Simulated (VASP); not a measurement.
Input:

```
MgZn3Te4
1.0
    6.15885     0.00000     0.00000
    0.00000     6.15885     0.00000
    0.00000     0.00000     6.15885
Zn Te Mg
3 4 1
Direct
  0.00000   0.00000   0.00000
  0.50000   0.50000   0.00000
  0.50000   0.00000   0.50000
  0.25785   0.24215   0.24215
  0.74215   0.75785   0.24215
  0.74215   0.24215   0.75785
  0.25785   0.75785   0.75785
  0.00000   0.50000   0.50000
```

The numbers are results of PBEsol GGA, VASP's PBE PAW potentials (set 64) (plane waves; VASP), not measurements. Settings: 400 eV cut-off, 4×4×4 Γ-centred mesh, tetrahedra with Blöchl corrections, potentials Zn Te Mg.

Unless said otherwise, spin-orbit coupling is left out, though it shifts the bands of the heavy elements here.

### Question
Estimate the energy per atom (σ→0), band gap (on the k-mesh) with the smallest direct gap where there is one.

### Answer

```
Item                                         Result
-----------------------------------  --------------
band gap (on the k-mesh)                    1.33 eV
smallest direct gap (on the k-mesh)         1.33 eV
energy per atom (σ→0)                -3.063 eV/atom
```

Only differences to runs with the same potentials and settings are physical.

The structure was generated: MgZn3Te4 was put into an ordered model structure (P-43m), which need not be its known phase. It was relaxed first.
